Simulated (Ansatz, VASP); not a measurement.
## Na2ClF in VASP and in Ansatz

```
F Cl Na
1.0
     1.72993    0.99878    5.92066
    -1.72993    0.99878    5.92066
     0.00000   -1.99755    5.92066
F Cl Na
1 1 2
Cartesian
  1.7299 0.9988 5.9207
  0.0000 0.0000 8.8810
  0.0000 0.0000 4.6902
  0.0000 0.0000 13.0718
```

Change from the starting cell: biaxial_xy strain -4.5%.

Alike in both runs: task single point; functional PBE; k mesh 8 × 8 × 8; occupations fermi-dirac, width 0.02 eV; no spin polarisation.

|  | VASP | Ansatz |
| --- | --- | --- |
| version | VASP 6.6.1 | Ansatz 0.2.0 |
| potentials or method | VASP PAW PBE potentials, release 64 (F, Cl, Na_pv) | plane waves, PAW |
| plane-wave cutoff (eV) | 520 | 420 |
| valence electrons in the cell | 28 | 32 |

```tsv
	VASP	Ansatz	Ansatz less VASP
gap on the k mesh at the Fermi level (eV)	4.28	4.28	+0.003
pressure (GPa)	6.3	6.4	+0.05
largest component of the traceless stress (GPa)	1.27	1.28	+0.008
rms of the force components (eV/Å)	0.017	0.017	-0.0006
```

Atom by atom the forces differ by 0.001 eV/Å (rms over components). The two sets of potentials don't hold the same shells in valence.

A k mesh can miss the band edges.
